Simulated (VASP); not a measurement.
Data:

```xyz
2
Lattice="0.0000 2.3932 2.3932 2.3932 0.0000 2.3932 2.3932 2.3932 0.0000" Properties=species:S:1:pos:R:3 pbc="T T T"
B      1.1966     1.1966     1.1966
As     0.0000     0.0000     0.0000
```

These are r2SCAN meta-GGA with spin-orbit coupling, VASP's PBE PAW potentials (set 64) (plane waves; VASP 6.6.1) values and carry that method's errors. Numerical set-up: 520 eV cut-off, 9×9×9 Γ-centred mesh, Gaussian smearing of 0.050 eV, potentials B As.

**Question.** Give the energies of bands 3 to 15 at the high-symmetry points, in eV from the valence-band maximum.

**Answer.** 
```tsv
band	Γ	X	U	L	W
3	-0.21	-9.10	-8.74	-9.27	-8.68
4	-0.21	-9.10	-8.68	-9.27	-8.61
5	0.00	-4.42	-6.29	-2.07	-5.84
6	0.00	-4.42	-6.20	-2.07	-5.70
7	0.00	-4.29	-3.73	-1.92	-5.47
8	0.00	-4.29	-3.73	-1.92	-5.45
9	3.24	1.55	2.21	2.87	5.61
10	3.24	1.55	2.22	2.87	5.62
11	3.44	1.63	5.87	4.94	6.36
12	3.44	1.63	5.91	4.94	6.36
13	3.44	11.96	9.67	5.02	7.05
14	3.44	11.96	9.69	5.02	7.10
15	5.01	12.11	10.26	9.50	7.29
```

The gap is indirect, 1.33 eV, from the valence maximum at Γ to the conduction minimum at Γ-X at 0.86.

The structure comes from a computed database's BAs entry (F-43m); how it stands against other phases isn't given here. It was relaxed first.
